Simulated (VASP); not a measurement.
# Ta(110) over its thickness, part 2 of 7

How many layers does a slab of Ta(110) need before surface energy, work function and relaxation settle?

VASP 6.6.1; PBE; plane waves and PAW (Ta).

So far. Step 3 (The bulk reference, job self-consistent run, k-mesh …): The run ends at a pressure of -0.51 GPa.

**4. Surface relaxation, layers 4**

System of this step: Ta(110). The cell holds 4 atoms: 4 Ta. Its edges and angles: a = 3.310 Å, b = 2.867 Å, c = 22.022 Å, α = 90.0°, β = 90.0°, γ = 54.7°. It derives from Ta. 4 layers of bcc Ta, cut at this functional's lattice. Vacuum lies along c.

All atoms relax at the fixed cell.

The input, INCAR:

```
SYSTEM = Ta
PREC = Normal
ENCUT = 320
EDIFF = 1E-06
NELM = 120
ISMEAR = 1
SIGMA = 0.15
LREAL = .FALSE.
ALGO = Fast
GGA = PE
NBANDS = 16
LASPH = .TRUE.
LORBIT = 11
LWAVE = .FALSE.
LCHARG = .FALSE.
KPAR = 4
IBRION = 2
NSW = 50
ISIF = 2
EDIFFG = -0.01
POTIM = 0.4
MAXMIX = 40
```

The input, POSCAR:

```
Ta
1.0
    3.3100000000      0.0000000000      0.0000000000
    1.6550000000      2.3405234457      0.0000000000
    0.0000000000      0.0000000000     22.0215703372
Ta
4
Direct
    0.5000000000      0.0000000000      0.3405751700
    0.0000000000      0.0000000000      0.4468583900
    0.5000000000      0.0000000000      0.5531416100
    0.0000000000      0.0000000000      0.6594248300
```

The input, KPOINTS:

```
Automatic mesh
0
Gamma
14 14 1
0 0 0
```

Potentials, in the order of the species: Ta (PBE family, release 64).

Run with:

```sh
> mpirun -np 4 vasp_std
```

Log:

```text
[banner, memory and clock lines left out]
running    4 mpi-ranks, on    1 nodes
 distrk:  each k-point on    1 cores,    4 groups
 distr:  one band on    1 cores,    1 groups

 POSCAR found type information on POSCAR Ta
 POSCAR found :  1 types and       4 ions
 LDA part: xc-table for (Slater+PW92), standard interpolation
 POSCAR, INCAR and KPOINTS ok, starting setup
 FFT: planning ... GRIDC
 FFT: planning ... GRID_SOFT
 FFT: planning ... GRID
 WAVECAR not read
 entering main loop
       N       E                     dE             d eps       ncg     rms          rms(c)
DAV:   1     0.446249474222E+02    0.44625E+02   -0.55462E+03  1824   0.653E+02
DAV:   2    -0.416971582397E+02   -0.86322E+02   -0.80983E+02  2800   0.135E+02
DAV:   3    -0.486191894959E+02   -0.69220E+01   -0.66985E+01  2448   0.421E+01
DAV:   4    -0.489563484034E+02   -0.33716E+00   -0.32945E+00  3136   0.872E+00
DAV:   5    -0.489622450160E+02   -0.58966E-02   -0.58900E-02  2656   0.120E+00    0.261E+01
RMM:   6    -0.517958742092E+02   -0.28336E+01   -0.19057E+01  1937   0.153E+01    0.130E+01
RMM:   7    -0.515916089048E+02    0.20427E+00   -0.27114E+01  2052   0.175E+01    0.120E+01
RMM:   8    -0.453064976681E+02    0.62851E+01   -0.36340E+00  1849   0.869E+00    0.350E+00
RMM:   9    -0.451156038245E+02    0.19089E+00   -0.15281E+00  2050   0.453E+00    0.131E+00
RMM:  10    -0.451407897682E+02   -0.25186E-01   -0.21494E-01  2190   0.195E+00    0.119E+00
RMM:  11    -0.451025365149E+02    0.38253E-01   -0.14920E-01  2137   0.133E+00    0.223E-01
RMM:  12    -0.451052903812E+02   -0.27539E-02   -0.33151E-02  2310   0.716E-01    0.979E-02
RMM:  13    -0.451059050401E+02   -0.61466E-03   -0.89525E-03  2167   0.354E-01    0.634E-02
RMM:  14    -0.451060143627E+02   -0.10932E-03   -0.23290E-03  2279   0.182E-01    0.258E-02
RMM:  15    -0.451060843226E+02   -0.69960E-04   -0.60835E-04  2410   0.837E-02    0.222E-02
RMM:  16    -0.451060963252E+02   -0.12003E-04   -0.10662E-04  2116   0.396E-02    0.573E-03
RMM:  17    -0.451061169211E+02   -0.20596E-04   -0.37507E-05  2229   0.212E-02    0.456E-03
RMM:  18    -0.451061194763E+02   -0.25552E-05   -0.99001E-06  1839   0.114E-02    0.278E-03
RMM:  19    -0.451061229757E+02   -0.34994E-05   -0.37239E-06  1406   0.682E-03    0.815E-04
RMM:  20    -0.451061293880E+02   -0.64123E-05   -0.21022E-06  1287   0.571E-03    0.134E-03
RMM:  21    -0.451061338282E+02   -0.44402E-05   -0.75198E-07  1209   0.382E-03    0.807E-04
RMM:  22    -0.451061400276E+02   -0.61994E-05   -0.68782E-07  1234   0.349E-03    0.531E-04
RMM:  23    -0.451061414595E+02   -0.14319E-05   -0.24438E-07  1064   0.228E-03    0.152E-04
RMM:  24    -0.451061417311E+02   -0.27168E-06   -0.12650E-07   958   0.186E-03
   1 F= -.45106142E+02 E0= -.45107281E+02  d E =-.451061E+02
 curvature:   0.00 expect dE= 0.000E+00 dE for cont linesearch  0.000E+00
 trial: gam= 0.00000 g(F)=  0.334E-01 g(S)=  0.000E+00 ort = 0.000E+00 (trialstep = 0.100E+01)
 search vector abs. value=  0.334E-01
 bond charge predicted
       N       E                     dE             d eps       ncg     rms          rms(c)
DAV:   1    -0.451336257341E+02   -0.27484E-01   -0.26067E+00  2096   0.883E+00    0.419E-01
RMM:   2    -0.451335708648E+02    0.54869E-04   -0.31329E-02  1841   0.922E-01    0.216E-01
RMM:   3    -0.451338143208E+02   -0.24346E-03   -0.92309E-03  2001   0.439E-01    0.124E-01
RMM:   4    -0.451334260521E+02    0.38827E-03   -0.22537E-03  1927   0.218E-01    0.506E-02
RMM:   5    -0.451334576796E+02   -0.31627E-04   -0.97167E-04  2265   0.117E-01    0.163E-02
RMM:   6    -0.451334886989E+02   -0.31019E-04   -0.20102E-04  2384   0.506E-02    0.188E-02
RMM:   7    -0.451334776731E+02    0.11026E-04   -0.31092E-05  2020   0.219E-02    0.953E-03
RMM:   8    -0.451334826157E+02   -0.49426E-05   -0.13125E-05  1987   0.145E-02    0.169E-03
RMM:   9    -0.451334834553E+02   -0.83957E-06   -0.24762E-06  1317   0.673E-03
   2 F= -.45133483E+02 E0= -.45134561E+02  d E =-.273417E-01
[...]
3 F= -.45150900E+02 E0= -.45150426E+02  d E =-.447581E-01
[...]
4 F= -.45152481E+02 E0= -.45151847E+02  d E =-.463390E-01
[...]
5 F= -.45161142E+02 E0= -.45160590E+02  d E =-.866076E-02
[...]
6 F= -.45174747E+02 E0= -.45174747E+02  d E =-.222665E-01
 curvature:  -3.81 expect dE=-0.542E-03 dE for cont linesearch -0.357E-03
 ZBRENT: extrapolating
 opt :   6.2656  next Energy=   -45.175093 (dE=-0.226E-01)
 bond charge predicted
       N       E                     dE             d eps       ncg     rms          rms(c)
DAV:   1    -0.451754673482E+02   -0.72058E-03   -0.37729E-01  1872   0.339E+00    0.180E-01
RMM:   2    -0.451750048988E+02    0.46245E-03   -0.16268E-03  1835   0.266E-01    0.304E-02
RMM:   3    -0.451750457043E+02   -0.40806E-04   -0.43096E-04  2147   0.930E-02    0.936E-03
RMM:   4    -0.451750545194E+02   -0.88151E-05   -0.84297E-05  2342   0.383E-02    0.430E-03
RMM:   5    -0.451750564416E+02   -0.19222E-05   -0.13440E-05  1899   0.142E-02    0.313E-03
RMM:   6    -0.451750567772E+02   -0.33565E-06   -0.25282E-06  1314   0.666E-03
   7 F= -.45175057E+02 E0= -.45175185E+02  d E =-.225760E-01
 curvature:  -3.69 expect dE=-0.200E-04 dE for cont linesearch -0.551E-05
 trial: gam= 0.00477 g(F)=  0.542E-05 g(S)=  0.000E+00 ort =-0.112E-03 (trialstep = 0.235E+01)
 search vector abs. value=  0.454E-05
 reached required accuracy - stopping structural energy minimisation
```

Wall time 52 s (4 MPI ranks of Intel Xeon 6975P-C (Granite Rapids), shared host); peak memory 0.8 GiB; 3.4 min of CPU time.

OUTCAR, selected parts (step 4):

```text
  LATTYP: Found a base centered orthorhombic cell.
 ALAT       =     3.3100000000
 B/A-ratio  =     1.4142135624
 C/A-ratio  =     6.6530423979

 Subroutine GETGRP returns: Found  8 space group operations
 (whereof  4 operations were pure point group operations)

The static configuration has the point symmetry C_2v.
 The point group associated with its full space group is D_2h.

 Found     57 irreducible k-points:

   k-points           NKPTS =     57   k-points in BZ     NKDIM =     57   number of bands    NBANDS=     16

   dimension x,y,z NGX =    14 NGY =   14 NGZ =   96
   dimension x,y,z NGXF=    28 NGYF=   28 NGZF=  192

   ENCUT  =  320.0 eV  23.52 Ry    4.85 a.u.   4.83  4.18 32.12*2*pi/ulx,y,z

   NELECT =      20.0000    total number of electrons

 E-fermi :  -0.1250

 k-point     1 :       0.0000    0.0000    0.0000
  band No.  band energies     occupation
    ...
      5      -1.7333      2.00000
      6      -1.3379      2.00000
      7      -0.7201      2.00000
      8      -0.3388      2.06162
      9      -0.3348      2.06363
     10       0.3826     -0.00002
     11       0.4172     -0.00000
     12       0.6238     -0.00000
     13       0.7150     -0.00000
     14       1.3764     -0.00000
    ...

 k-point     2 :       0.0714   -0.0000    0.0000
  band No.  band energies     occupation
    ...
      5      -1.7034      2.00000
      6      -1.3239      2.00000
      7      -0.7921      2.00000
      8      -0.4003      2.02620
      9      -0.3166      2.07012
     10       0.2947     -0.00055
     11       0.3930     -0.00001
     12       0.5023     -0.00000
     13       0.8305     -0.00000
     14       1.1432     -0.00000
    ...

  Total       -1.7805466     -2.5650179     -0.1263232      0.0000000      0.0000000      0.0000000
  in kB      -16.7214777    -24.0886081     -1.1863269      0.0000000      0.0000000      0.0000000
  external PRESSURE =     -13.9988042 kB  Pullay stress =       0.0000000 kB

  energy-cutoff  :      320.00
  volume of cell :      170.60
      direct lattice vectors                 reciprocal lattice vectors
     3.310000000  0.000000000  0.000000000     0.302114804 -0.213627426  0.000000000
     1.655000000  2.340523446  0.000000000     0.000000000  0.427254853  0.000000000
     0.000000000  0.000000000 22.021570337     0.000000000  0.000000000  0.045410022

 POSITION                                       TOTAL-FORCE (eV/Angst)
 -----------------------------------------------------------------------------------
      1.65500      0.00000      7.62827         0.000000      0.000000     -0.007414
      0.00000      0.00000      9.83949        -0.000000      0.000000      0.003907
      1.65500      0.00000     12.18208        -0.000000      0.000000     -0.003907
      0.00000      0.00000     14.39330         0.000000      0.000000      0.007414
 -----------------------------------------------------------------------------------
    total drift:                                0.000000     -0.000000      0.000000

  FREE ENERGIE OF THE ION-ELECTRON SYSTEM (eV)
  ---------------------------------------------------
  free  energy   TOTEN  =       -45.1750567772 eV

  energy  without entropy=      -45.1754414605  energy(sigma->0) =      -45.17518500

 total charge
# of ion       s       p       d       tot
------------------------------------------
    1        0.723   0.505   3.338   4.567
    2        0.721   0.751   3.404   4.876
    3        0.721   0.751   3.404   4.876
    4        0.723   0.505   3.338   4.567
--------------------------------------------------
tot          2.888   2.513  13.485  18.886

[... 1 part as in an earlier step ...]

[... 7 further parts left out ...]
```

CONTCAR:

```
Ta
   1.00000000000000
     3.3100000000000001    0.0000000000000000    0.0000000000000000
     1.6550000000000000    2.3405234457000001    0.0000000000000000
     0.0000000000000000    0.0000000000000000   22.0215703372000000
  Ta
     4
Direct
     0.5000000000000000    0.0000000000000000    0.3464000300607486
     0.0000000000000000    0.0000000000000000    0.4468116421526781
     0.5000000000000000    0.0000000000000000    0.5531883578473220
     0.0000000000000000    0.0000000000000000    0.6535999699392513
```

The run keeps the 8 symmetry operations of its start, so it cannot find a distortion of lower symmetry.

Relaxation path:

| step | energy less that of the first step (eV) | largest force (eV/Å) |
| --- | --- | --- |
| 1 | 0.0000 | 0.5396 |
| 2 | -0.0273 | 0.4048 |
| 3 | -0.0448 | 0.2379 |
| 4 | -0.0463 | 0.2429 |
| 5 | -0.0550 | 0.1968 |
| 6 | -0.0686 | 0.0394 |
| 7 | -0.0689 | 0.0074 |

The atoms that moved most (Å):

| atom | dx | dy | dz | length |
| --- | --- | --- | --- | --- |
| Ta1 | 0.000 | 0.000 | 0.128 | 0.128 |
| Ta4 | 0.000 | 0.000 | -0.128 | 0.128 |

The relaxed structure:

```
Ta
1.0
     3.31000    0.00000    0.00000
     1.65500    2.34052    0.00000
     0.00000    0.00000   22.02157
Ta
4
Direct
  0.50000 0.00000 0.34640
  0.00000 0.00000 0.44681
  0.50000 0.00000 0.55319
  0.00000 0.00000 0.65360
```

This step gave:

| Property | Result |
| --- | --- |
| electronic cycles | 74 |
| electrons | 20 |
| free energy (TOTEN) | -45.18 eV |
| energy at zero smearing | -45.18 eV |
| Fermi energy | -0.125 eV |

The run ended after 7 ionic steps, 0.069 eV below its first step, once the forces on the free atoms met EDIFFG = -0.01.

**5. The vacuum level, layers 4**

A static run writes the electrostatic potential without exchange and correlation (LVHAR), which is flat in the vacuum and gives the level to count from. The dipole correction cancels the field that unlike faces would set up across the vacuum.

Edit INCAR of step 4 so:

```diff
@@ -16,7 +16,6 @@
 KPAR = 4
-IBRION = 2
-NSW = 50
-ISIF = 2
-EDIFFG = -0.01
-POTIM = 0.4
-MAXMIX = 40
+IDIPOL = 3
+LDIPOL = .TRUE.
+DIPOL = 0.5 0.5 0.5
+LVHAR = .TRUE.
+LVACPOTAV = .TRUE.
```

The input, POSCAR:

```
Ta
1.0
    3.3100000000      0.0000000000      0.0000000000
    1.6550000000      2.3405234457      0.0000000000
    0.0000000000      0.0000000000     22.0215703372
Ta
4
Direct
    0.5000000000      0.0000000000      0.3464000301
    0.0000000000      0.0000000000      0.4468116422
    0.5000000000      0.0000000000      0.5531883578
    0.0000000000      0.0000000000      0.6535999699
```

KPOINTS is that of step 4.

Run with:

```sh
> mpirun -np 4 vasp_std
```

Log:

```text
[... set-up lines as in an earlier step ...]
 entering main loop
       N       E                     dE             d eps       ncg     rms          rms(c)
DAV:   1     0.477880270760E+02    0.47788E+02   -0.55734E+03  1824   0.653E+02
DAV:   2    -0.415251859512E+02   -0.89313E+02   -0.83699E+02  2776   0.137E+02
DAV:   3    -0.487645323431E+02   -0.72393E+01   -0.70274E+01  2520   0.433E+01
DAV:   4    -0.490745632449E+02   -0.31003E+00   -0.30573E+00  3080   0.867E+00
DAV:   5    -0.490815653637E+02   -0.70021E-02   -0.69968E-02  2744   0.127E+00    0.275E+01
RMM:   6    -0.509485424813E+02   -0.18670E+01   -0.20602E+01  2352   0.157E+01    0.135E+01
RMM:   7    -0.521759455510E+02   -0.12274E+01   -0.38353E+01  2571   0.199E+01    0.122E+01
RMM:   8    -0.454000942325E+02    0.67759E+01   -0.52694E+00  1914   0.989E+00    0.359E+00
RMM:   9    -0.451613197058E+02    0.23877E+00   -0.27173E+00  2453   0.573E+00    0.118E+00
RMM:  10    -0.452666281706E+02   -0.10531E+00   -0.19006E-01  2337   0.224E+00    0.157E+00
RMM:  11    -0.451679308267E+02    0.98697E-01   -0.25838E-01  2580   0.179E+00    0.320E-01
RMM:  12    -0.451736836147E+02   -0.57528E-02   -0.59828E-02  2846   0.944E-01    0.121E-01
RMM:  13    -0.451748056405E+02   -0.11220E-02   -0.96744E-03  2725   0.370E-01    0.925E-02
RMM:  14    -0.451748541709E+02   -0.48530E-04   -0.28047E-03  2482   0.226E-01    0.262E-02
RMM:  15    -0.451750603233E+02   -0.20615E-03   -0.16356E-03  2952   0.130E-01    0.473E-02
RMM:  16    -0.451749906944E+02    0.69629E-04   -0.23059E-04  2244   0.710E-02    0.950E-03
RMM:  17    -0.451750242651E+02   -0.33571E-04   -0.11336E-04  2690   0.381E-02    0.887E-03
RMM:  18    -0.451750352013E+02   -0.10936E-04   -0.17754E-05  2545   0.161E-02    0.503E-03
RMM:  19    -0.451750370828E+02   -0.18815E-05   -0.62356E-06  2065   0.914E-03    0.579E-03
RMM:  20    -0.451750437388E+02   -0.66560E-05   -0.53071E-06  2021   0.845E-03    0.217E-03
RMM:  21    -0.451750478076E+02   -0.40688E-05   -0.12913E-06  1476   0.531E-03    0.147E-03
RMM:  22    -0.451750547730E+02   -0.69654E-05   -0.12773E-06  1487   0.462E-03    0.216E-03
RMM:  23    -0.451750575608E+02   -0.27878E-05   -0.36275E-07  1252   0.310E-03    0.956E-04
RMM:  24    -0.451750585313E+02   -0.97050E-06   -0.21116E-07  1103   0.222E-03
 -----------------------------------------------------------------------------
|                                                                             |
|           W    W    AA    RRRRR   N    N  II  N    N   GGGG   !!!           |
|           W    W   A  A   R    R  NN   N  II  NN   N  G    G  !!!           |
|           W    W  A    A  R    R  N N  N  II  N N  N  G       !!!           |
|           W WW W  AAAAAA  RRRRR   N  N N  II  N  N N  G  GGG   !            |
|           WW  WW  A    A  R   R   N   NN  II  N   NN  G    G                |
|           W    W  A    A  R    R  N    N  II  N    N   GGGG   !!!           |
|                                                                             |
|     Did not find any points to average over, which means that no vacuum     |
|     field-free region was found. Please increase the size of  your cell     |
|     in the dimension of the dipole correction to obtain accurate            |
|     workfunction values.                                                    |
|                                                                             |
 -----------------------------------------------------------------------------

   1 F= -.45175059E+02 E0= -.45175186E+02  d E =0.382258E-03
```

Run time: 18 s. Hardware: 4 MPI ranks; peak memory 0.74 GiB; 67 s of CPU time.

OUTCAR, selected parts (step 5):

```text
   NELECT =      20.0000    total number of electrons

 dipolmoment           0.000000      0.000000      0.000000 electrons x Angstroem

 E-fermi :  -0.1254

 k-point     1 :       0.0000    0.0000    0.0000
  band No.  band energies     occupation
    ...
      5      -1.7337      2.00000
      6      -1.3384      2.00000
      7      -0.7205      2.00000
      8      -0.3392      2.06162
      9      -0.3352      2.06365
     10       0.3822     -0.00002
     11       0.4168     -0.00000
     12       0.6233     -0.00000
     13       0.7145     -0.00000
     14       1.3760     -0.00000
    ...

  Total       -1.7788728     -2.5626789     -0.1251621      0.0000000      0.0000000      0.0000000
  in kB      -16.7057582    -24.0666420     -1.1754226      0.0000000      0.0000000      0.0000000
  external PRESSURE =     -13.9826076 kB  Pullay stress =       0.0000000 kB

 POSITION                                       TOTAL-FORCE (eV/Angst)
 -----------------------------------------------------------------------------------
      1.65500      0.00000      7.62827         0.000000      0.000000     -0.007277
      0.00000      0.00000      9.83949        -0.000000      0.000000      0.003583
      1.65500      0.00000     12.18208        -0.000000      0.000000     -0.003583
      0.00000      0.00000     14.39330        -0.000000      0.000000      0.007277
 -----------------------------------------------------------------------------------
    total drift:                                0.000000      0.000000      0.000000

  FREE ENERGIE OF THE ION-ELECTRON SYSTEM (eV)
  ---------------------------------------------------
  free  energy   TOTEN  =       -45.1750585313 eV

  energy  without entropy=      -45.1754407888  energy(sigma->0) =      -45.17518595

 vacuum level on the upper side and lower side of the slab         4.635         4.635

[... 9 parts as in an earlier step ...]

[... 8 further parts left out ...]
```

This step gave:

- electronic cycles: 24
- Fermi energy: -0.1254 eV
- dipole moment: 0, 0, 0 e·Å
- vacuum levels: 4.635, 4.635 eV
- work functions of the upper and lower face: 4.760, 4.760 eV

Zero at the Fermi level. Table of planar average of the electrostatic potential by height:

height (Å), planar average of the electrostatic potential (eV) and a bar from the least value:
```
      0.0       4.76 ##############################
      0.5       4.76 ##############################
      1.0       4.76 ##############################
      1.5       4.76 ##############################
      2.0       4.76 ##############################
      2.5       4.76 ##############################
      3.0       4.76 ##############################
      3.5       4.76 ##############################
      4.0       4.75 ##############################
      4.5       4.71 ##############################
      5.0       4.60 ##############################
      5.5       4.24 #############################
      6.0       3.12 ###########################
      6.5      -0.17 ####################
      7.0      -5.97 ########
      7.5      -9.75 
      8.0      -8.16 ###
      8.5      -3.32 #############
      9.0      -3.55 #############
      9.5      -8.30 ###
     10.0      -9.40 #
     10.5      -5.02 ##########
     11.0      -1.29 ##################
     11.5      -4.77 ##########
     12.0      -9.29 #
     12.5      -8.48 ###
     13.0      -3.72 #############
     13.5      -3.19 ##############
     14.0      -7.98 ####
     14.5      -9.81 
     15.0      -6.20 #######
     15.5      -0.39 ###################
     16.0       3.03 ##########################
     16.5       4.21 #############################
     17.0       4.59 ##############################
     17.5       4.71 ##############################
     18.0       4.75 ##############################
     18.5       4.76 ##############################
     19.0       4.76 ##############################
     19.5       4.76 ##############################
     20.0       4.76 ##############################
     20.5       4.76 ##############################
     21.0       4.76 ##############################
     21.5       4.76 ##############################
```

The vacuum level lies 4.76 eV above the Fermi level at the upper face; both faces agree, as the slab has next to no dipole.

The program found no field-free point at its default tolerance, but its printed level agrees with the flat part of the planar average.

(Part 2 of 7 ends here.)

[Lines on the potential files, build, host, timing and source positions are cut from VASP's logs without a mark.]

[Logs are printed without paths, hosts, clocks, repeated set-up lines and the standing remarks that a program may print on its own settings, such as how far it seeks lower states.]

[Hosts, paths, dates, database ids (printed as entryN), source tags and the programs' standing remarks are cut or masked in the printed files.]

[Runs that stopped without an error message from VASP are left out.]
